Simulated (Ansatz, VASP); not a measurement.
# Cross-check of Eu3Ag between VASP and Ansatz

Aim: how closely do two programs agree when they are given the same cell, functional and k mesh?

Program: Ansatz 0.2.0. Level of theory: plane waves, with VASP 6.6.1 beside it; single point at PBEsol. Results are calculated unless marked as measured.

In doubt: warnings of the run leave room for a lower electronic state, so energies may not be the lowest and differences between runs may mislead.

### Step 1. The starting structure

It takes space group Pm-3m (No. 221, cubic). Conventional cell: a = 5.104 Å, b = 5.104 Å, c = 5.104 Å, α = 90.00°, β = 90.00°, γ = 90.00°. Nearest to Eu lie 8 Eu at 3.61 Å and 4 Ag at 3.61 Å. Nearest to Ag lie 12 Eu at 3.61 Å. Farther neighbours are not listed.

### Step 2. VASP: single point, PBEsol

With cell and atoms fixed, the geometry can't cause a difference; cores, projectors, grids and the points listed under the comparison can.

Lines of VASP's logs that name or quote its potential files are left out, and so is its time.

Contents of INCAR:

```
SYSTEM = Eu3Ag
PREC = Accurate
ENCUT = 420
EDIFF = 1E-06
NELM = 150
ISMEAR = 0
SIGMA = 0.1
LREAL = .FALSE.
ALGO = Normal
GGA = PS
NBANDS = 45
ISPIN = 2
MAGMOM = 7 -7 7 0
LMAXMIX = 6
AMIX = 0.2
BMIX = 1E-04
AMIX_MAG = 0.8
BMIX_MAG = 1E-04
LORBIT = 11
LWAVE = .TRUE.
LCHARG = .TRUE.
KPAR = 2
```

Contents of POSCAR:

```
Eu3Ag
1.0
    5.1037380000      0.0000000000      0.0000000000
    0.0000000000      5.1037380000      0.0000000000
    0.0000000000      0.0000000000      5.1037380000
Eu Eu Ag
1 2 1
Direct
    0.5000000000      0.5000000000      0.0000000000
    0.5000000000      0.0000000000      0.5000000000
    0.0000000000      0.5000000000      0.5000000000
    0.0000000000      0.0000000000      0.0000000000
```

Contents of KPOINTS:

```
Automatic mesh
0
Gamma
3 3 3
0 0 0
```

PAW data sets: Eu, Eu and Ag (PBE family, release 64).

The run is started by

```
mpirun -np 2 vasp_std
```

Numbers of over 12 decimals in the logs are rounded to 6 here.

The log of the run:

```text
[banner, memory and clock lines left out]
running    2 mpi-ranks, on    1 nodes
 distrk:  each k-point on    1 cores,    2 groups
 distr:  one band on    1 cores,    1 groups

 POSCAR found type information on POSCAR EuEuAg
 POSCAR found :  3 types and       4 ions
|                                                                             |
|               ----> ADVICE to this user running VASP <----                  |
|                                                                             |
|     You enforced a specific xc type in the INCAR file but a different       |
|     [... a line on the potential file left out ...]
|     I HOPE YOU KNOW WHAT YOU ARE DOING!                                     |
|                                                                             |

 LDA part: xc-table for (Slater+PW92), standard interpolation
 POSCAR, INCAR and KPOINTS ok, starting setup
 FFT: planning ... GRIDC
 FFT: planning ... GRID_SOFT
 FFT: planning ... GRID
 WAVECAR not read
 entering main loop
       N       E                     dE             d eps       ncg     rms          rms(c)
DAV:   1     0.578856707421E+03    0.57886E+03   -0.17665E+04  1905   0.460E+03
DAV:   2     0.162250538358E+03   -0.41661E+03   -0.36266E+03  2101   0.526E+02
DAV:   3     0.687145429856E-01   -0.16218E+03   -0.15333E+03  2011   0.259E+02
DAV:   4    -0.244961962604E+02   -0.24565E+02   -0.23954E+02  2464   0.111E+02
DAV:   5    -0.310939129869E+02   -0.65977E+01   -0.65293E+01  2768   0.556E+01    0.651E+01
DAV:   6    -0.377626614066E+02   -0.66687E+01   -0.14338E+01  2744   0.463E+01    0.268E+01
DAV:   7    -0.382385493393E+02   -0.47589E+00   -0.27212E+00  2872   0.189E+01    0.180E+01
DAV:   8    -0.382865996158E+02   -0.48050E-01   -0.70495E-01  2880   0.904E+00    0.144E+01
DAV:   9    -0.382768550877E+02    0.97445E-02   -0.26452E-01  2784   0.812E+00    0.114E+01
DAV:  10    -0.383407265573E+02   -0.63871E-01   -0.26653E-01  2603   0.115E+01    0.672E+00
DAV:  11    -0.383017100543E+02    0.39017E-01   -0.36105E-01  2512   0.185E+01    0.276E+00
DAV:  12    -0.382802336970E+02    0.21476E-01   -0.86690E-02  2656   0.822E+00    0.186E+00
DAV:  13    -0.382749457525E+02    0.52879E-02   -0.36594E-02  2736   0.533E+00    0.876E-01
DAV:  14    -0.382737491404E+02    0.11966E-02   -0.20127E-02  2835   0.288E+00    0.833E-01
[...]
DAV:  20    -0.382753055250E+02    0.34104E-04   -0.43789E-04  2800   0.377E-01    0.240E-01
DAV:  21    -0.382753022026E+02    0.33224E-05   -0.23583E-04  2795   0.524E-01    0.287E-01
DAV:  22    -0.382753067974E+02   -0.45948E-05   -0.14602E-04  2800   0.230E-01    0.287E-01
DAV:  23    -0.382753085594E+02   -0.17621E-05   -0.75152E-05  2691   0.108E-01    0.392E-01
DAV:  24    -0.382753100027E+02   -0.14433E-05   -0.40457E-05  2784   0.783E-02    0.440E-01
DAV:  25    -0.382753166104E+02   -0.66077E-05   -0.21244E-05  2427   0.104E-01    0.503E-01
DAV:  26    -0.382753155209E+02    0.10895E-05   -0.82958E-06  2088   0.704E-02    0.430E-01
DAV:  27    -0.382753148262E+02    0.69468E-06   -0.72211E-06  1787   0.275E-02
   1 F= -.38275315E+02 E0= -.38262239E+02  d E =-.261514E-01  mag=     7.3846
 writing wavefunctions
```

From OUTCAR (step 2):

```text
ion  position               nearest neighbor table
   1  0.500  0.500  0.000-
   2  0.500  0.000  0.500-
   3  0.000  0.500  0.500-
   4  0.000  0.000  0.000-

  LATTYP: Found a simple cubic cell.
 ALAT       =     5.1037380000

 Subroutine GETGRP returns: Found 16 space group operations
 (whereof 16 operations were pure point group operations)

The static configuration has the point symmetry D_4h.

 Found      8 irreducible k-points:

   k-points           NKPTS =      8   k-points in BZ     NKDIM =      8   number of bands    NBANDS=     45

   dimension x,y,z NGX =    36 NGY =   36 NGZ =   36
   dimension x,y,z NGXF=    72 NGYF=   72 NGZF=   72

   ENCUT  =  420.0 eV  30.87 Ry    5.56 a.u.   8.53  8.53  8.53*2*pi/ulx,y,z

   NELECT =      62.0000    total number of electrons

 k-points in reciprocal lattice and weights: Automatic mesh
   0.00000000  0.00000000  0.00000000       0.037
   0.33333333  0.00000000  0.00000000       0.074
   0.00000000  0.33333333  0.00000000       0.074
   0.00000000  0.00000000  0.33333333       0.074
   0.33333333  0.33333333  0.00000000       0.148
   0.00000000  0.33333333  0.33333333       0.148
   0.33333333  0.00000000  0.33333333       0.148
   0.33333333  0.33333333  0.33333333       0.296

 average (electrostatic) potential at core
       1 -39.7675       2 -39.7355       3 -39.7657       4 -75.9036

 E-fermi :   2.9636

 spin component 1
 k-point     1 :       0.0000    0.0000    0.0000
  band No.  band energies     occupation
    ...
     31       2.6559      0.99999
     32       2.6966      0.99992
     33       2.7000      0.99990
     34       2.9077      0.78534
     35       2.9314      0.67565
     36       3.1954      0.00052
     37       3.2153      0.00019
     38       3.2155      0.00018
     39       5.2445      0.00000
     40       5.2552      0.00000
    ...

 k-point     2 :       0.3333    0.0000    0.0000
  band No.  band energies     occupation
    ...
     30       2.6102      1.00000
     31       2.6119      1.00000
     32       2.6213      1.00000
     33       2.6715      0.99998
     34       2.6823      0.99997
     35       3.2794      0.00000
     36       3.3587      0.00000
     37       3.4985      0.00000
     38       3.8017      0.00000
     39       4.6427      0.00000
    ...

 k-point     3 :       0.0000    0.3333    0.0000
  band No.  band energies     occupation
    ...
     30       2.6424      1.00000
     31       2.6562      0.99999
     32       2.6645      0.99999
     33       2.6664      0.99999
     34       2.6961      0.99992
     35       2.9939      0.33428
     36       3.2366      0.00006
     37       3.2367      0.00006
     38       4.1044      0.00000
     39       4.9205      0.00000
    ...

 k-point     4 :       0.0000    0.0000    0.3333
  band No.  band energies     occupation
    ...
     30       2.6125      1.00000
     31       2.6147      1.00000
     32       2.6218      1.00000
     33       2.6732      0.99998
     34       2.6806      0.99997
     35       3.2790      0.00000
     36       3.3583      0.00000
     37       3.4978      0.00000
     38       3.8020      0.00000
     39       4.6431      0.00000
    ...

 k-point     5 :       0.3333    0.3333    0.0000
  band No.  band energies     occupation
    ...
     31       2.6253      1.00000
     32       2.6423      1.00000
     33       2.6568      0.99999
     34       2.6880      0.99995
     35       2.8802      0.88094
     36       3.1943      0.00055
     37       3.7316      0.00000
     38       3.8301      0.00000
     39       4.3294      0.00000
     40       4.3359      0.00000
    ...

 k-point     6 :       0.0000    0.3333    0.3333
  band No.  band energies     occupation
    ...
     31       2.6265      1.00000
     32       2.6438      1.00000
     33       2.6544      0.99999
     34       2.6869      0.99995
     35       2.8793      0.88338
     36       3.1946      0.00054
     37       3.7320      0.00000
     38       3.8305      0.00000
     39       4.3289      0.00000
     40       4.3363      0.00000
    ...

  Total       -1.6817417     -1.1648287     -1.6905799      0.0000000      0.0000000      0.0000000
  in kB      -20.2677138    -14.0380744    -20.3742284      0.0000000      0.0000000      0.0000000
  external PRESSURE =     -18.2266722 kB  Pullay stress =       0.0000000 kB

  energy-cutoff  :      420.00
  volume of cell :      132.94
      direct lattice vectors                 reciprocal lattice vectors
     5.103738000  0.000000000  0.000000000     0.195934823  0.000000000  0.000000000
     0.000000000  5.103738000  0.000000000     0.000000000  0.195934823  0.000000000
     0.000000000  0.000000000  5.103738000     0.000000000  0.000000000  0.195934823

 POSITION                                       TOTAL-FORCE (eV/Angst)
 -----------------------------------------------------------------------------------
      2.55187      2.55187      0.00000         0.000000      0.000000      0.000000
      2.55187      0.00000      2.55187         0.000000      0.000000      0.000000
      0.00000      2.55187      2.55187         0.000000      0.000000      0.000000
      0.00000      0.00000      0.00000         0.000000      0.000000      0.000000
 -----------------------------------------------------------------------------------
    total drift:                                0.000000      0.000000      0.000000

  FREE ENERGIE OF THE ION-ELECTRON SYSTEM (eV)
  ---------------------------------------------------
  free  energy   TOTEN  =       -38.2753148262 eV

  energy  without entropy=      -38.2491633923  energy(sigma->0) =      -38.26223911

 total charge
# of ion       s       p       d       f       tot
--------------------------------------------------
    1        2.087   5.678   0.325   6.631  14.721
    2        2.088   5.681   0.305   6.643  14.717
    3        2.087   5.678   0.325   6.629  14.719
    4        0.494   0.192   9.082   0.000   9.769
--------------------------------------------------
tot          6.755  17.229  10.037  19.904  53.925

 magnetization (x)
# of ion       s       p       d       f       tot
--------------------------------------------------
    1        0.003  -0.092   0.117   6.621   6.649
    2       -0.002   0.102  -0.042  -6.629  -6.572
    3        0.003  -0.092   0.117   6.619   6.647
    4       -0.008   0.011  -0.000   0.000   0.003
--------------------------------------------------
tot         -0.005  -0.070   0.191   6.612   6.727

[... 6 further parts left out ...]
```

Without U or exact exchange the f electrons of Eu come out too delocalised, which can shrink the cell and pin f bands at the Fermi level.

(Continued in part 2 of 2.)

[Lines on the potential files, build, host, timing and source positions are cut from VASP's logs without a mark.]

[Logs are printed without paths, hosts, clocks, repeated set-up lines and the standing remarks that a program may print on its own settings, such as how far it seeks lower states.]

[Hosts, paths, dates, database ids (printed as entryN), source tags and the programs' standing remarks are cut or masked in the printed files.]
